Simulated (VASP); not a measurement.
Data:

```
Co
1.0
    1.23671    -2.14205     0.00000
    1.23671     2.14205     0.00000
    0.00000     0.00000     3.98763
Co
2
Direct
  0.33333   0.66667   0.25000
  0.66667   0.33333   0.75000
```
Starting moments (μB, in the order of the record's atoms Co Co): 1.6 1.6.

Calculation: rev-vdW-DF2, VASP's PBE PAW potentials (set 64) (plane waves; VASP). Numerical set-up: 520 eV cut-off, Gaussian smearing of 0.050 eV, potentials Co.

**Question.** Give the spin-up energies of bands 1 to 12 at the high-symmetry points, in eV from the Fermi level.

**Answer.** 
| band | Γ | M | K | A | L | H |
|---|---|---|---|---|---|---|
| 1 | -9.03 | -4.81 | -4.34 | -6.73 | -5.03 | -3.86 |
| 2 | -5.20 | -4.78 | -3.94 | -6.73 | -5.03 | -3.86 |
| 3 | -2.56 | -4.49 | -3.94 | -2.88 | -3.75 | -3.72 |
| 4 | -2.55 | -2.72 | -3.65 | -2.88 | -3.75 | -3.72 |
| 5 | -2.55 | -2.50 | -2.82 | -2.62 | -1.72 | -2.91 |
| 6 | -2.22 | -2.46 | -2.82 | -2.62 | -1.72 | -2.91 |
| 7 | -2.22 | -2.12 | -1.85 | -2.62 | -0.96 | -1.81 |
| 8 | -1.86 | -0.57 | -0.81 | -2.62 | -0.96 | -1.81 |
| 9 | -1.86 | -0.46 | -0.81 | -1.02 | -0.48 | -0.65 |
| 10 | -0.70 | -0.41 | -0.68 | -1.02 | -0.48 | -0.65 |
| 11 | -0.70 | 1.45 | 4.66 | -1.02 | 1.70 | 5.90 |
| 12 | 0.01 | 3.50 | 5.49 | -1.02 | 1.70 | 5.90 |

**Question.** Give the spin-down energies of bands 1 to 12 at the high-symmetry points, in eV from the Fermi level.

**Answer.** 
```tsv
band	Γ	M	K	A	L	H
1	-8.98	-3.95	-3.12	-6.61	-4.08	-2.66
2	-4.29	-3.68	-2.93	-6.61	-4.08	-2.66
3	-1.03	-3.36	-2.93	-1.59	-2.46	-2.62
4	-1.03	-1.84	-2.71	-1.59	-2.46	-2.62
5	-1.03	-1.21	-1.44	-1.10	-0.11	-1.77
6	-0.65	-1.08	-1.44	-1.10	-0.11	-1.77
7	-0.65	-0.65	-0.35	-1.10	0.28	-0.23
8	-0.23	1.17	0.90	-1.10	0.28	-0.23
9	-0.23	1.32	0.90	0.69	1.28	1.07
10	0.02	1.35	1.07	0.69	1.28	1.07
11	1.04	2.62	5.42	0.69	2.31	6.53
12	1.04	4.44	6.23	0.69	2.31	6.53
```

It has no gap at this level: it comes out as a metal or semimetal.

The compound is Co in the hcp structure. It was relaxed first.
